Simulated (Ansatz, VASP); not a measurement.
MnHg: VASP beside Ansatz

INCAR

```
SYSTEM = MnHg
ALGO     = Normal         ! electronic algorithm
EDIFF    = 1E-6           ! SCF threshold, eV
ENCUT    = 520            ! plane-wave cutoff, eV
GGA      = PE             ! functional
ISIF     = 2              ! what is computed and relaxed
ISMEAR   = -1             ! smearing method
ISPIN    = 2              ! spin polarisation
LASPH    = .True.         ! aspherical terms in the spheres
LCHARG   = .False.        ! write CHGCAR
LMAXMIX  = 4              ! l up to which the mixer works
LORBIT   = 11             ! projections on sites
LREAL    = .False.        ! projectors in reciprocal space
LWAVE    = .False.        ! write WAVECAR
MAGMOM   = 3.9 0          ! initial moments
NBANDS   = 24             ! bands
NELM     = 150            ! most SCF steps
PREC     = Accurate       ! precision mode
SIGMA    = 0.1            ! smearing width, eV
```

File KPOINTS:

```
k-points
0
Gamma
  10 10 10
  0 0 0
```

Contents of POSCAR:

```
MnHg
1.0
    3.3150000000      0.0000000000      0.0000000000
    0.0000000000      3.3150000000      0.0000000000
    0.0000000000      0.0000000000      3.3150000000
Mn Hg
1 1
Direct
    0.5000000000      0.5000000000      0.5000000000
    0.0000000000      0.0000000000      0.0000000000
```

Input for Ansatz:

```yaml
crystal:
  lattice:
    - [3.315, 0.0, 0.0]
    - [0.0, 3.315, 0.0]
    - [0.0, 0.0, 3.315]
  atoms:
    - { symbol: Mn, position: [0.5, 0.5, 0.5], spin: 3.9 }
    - { symbol: Hg, position: [0.0, 0.0, 0.0] }
magnetization:
  spin_polarized: true
kpoints:
  mp_grid: { grid: [10, 10, 10] }
scf:
  occupations: { method: fermi_dirac, width: 0.1 }
  lower_state_search: "off"
hamiltonian:
  xc: pbe
  pseudopotentials: { kind: all_electron, lapw: { basis_error: 0.001 } }
output:
  forces: true
  stress: true
  eigenvalues: false
  populations: true
  dos: { projected: true, de: 0.1, e_range: [-8, 5] }
```

Alike in both runs: task single point; functional PBE; k mesh 10 × 10 × 10; occupations fermi-dirac, width 0.1 eV; collinear spin.

|  | VASP | Ansatz |
| --- | --- | --- |
| version | VASP 6.6.1 | Ansatz 0.2.0 |
| potentials or method | VASP PAW PBE potentials, release 64 (Mn_pv, Hg) | all-electron LAPW, scalar-relativistic |
| plane-wave cutoff (eV) | 520 | see its input |

Ansatz gave:

| Property | Result |
| --- | --- |
| pressure (GPa) | 0.3 |
| net moment per atom (μB) | 1.94 |
| size of the moment on the site where the two differ most (μB) | 3.91 |

Q: What did VASP give for the same quantities?

A: Pressure (GPa): 0.7; net moment per atom (μB): 1.95; size of the moment on the site where the two differ most (μB): 3.80.

Site moments also hang on the region over which each program counts them. Ansatz ran all-electron here, so the differences hold the error of VASP's frozen core and of both bases.

Spin-orbit coupling is left out, which matters for the levels of Hg.
